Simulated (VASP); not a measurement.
Input:

```
CELL_PARAMETERS angstrom
      0.00000     2.83110     2.84214
      2.94064     0.00000     2.84214
      2.94064     2.83110     0.00000
ATOMIC_POSITIONS crystal
  Li 0.25000 0.25000 0.25000
  Li 0.75000 0.75000 0.75000
  S  0.99299 0.00701 0.00701
```

Calculation: PBE GGA, VASP's PBE PAW potentials (set 64) (plane waves; VASP). Run with 520 eV cut-off, 7×7×7 Monkhorst-Pack mesh, Gaussian smearing of 0.050 eV, potentials Li_sv S.

### Question
What does the run give for the energy per atom (σ→0), largest force?

### Answer

```json
{
  "energy per atom (σ→0)": "-385.4 kJ/mol of atoms",
  "largest_force": "0.141 eV/Å"
}
```

The compound is Li2S in the antifluorite structure. The cell was not relaxed at this level, atoms are displaced from their ideal sites. The run is one of a series of settings (KPOINTS 7×7×7 Monkhorst-Pack mesh against the base run), some of them coarse on purpose.
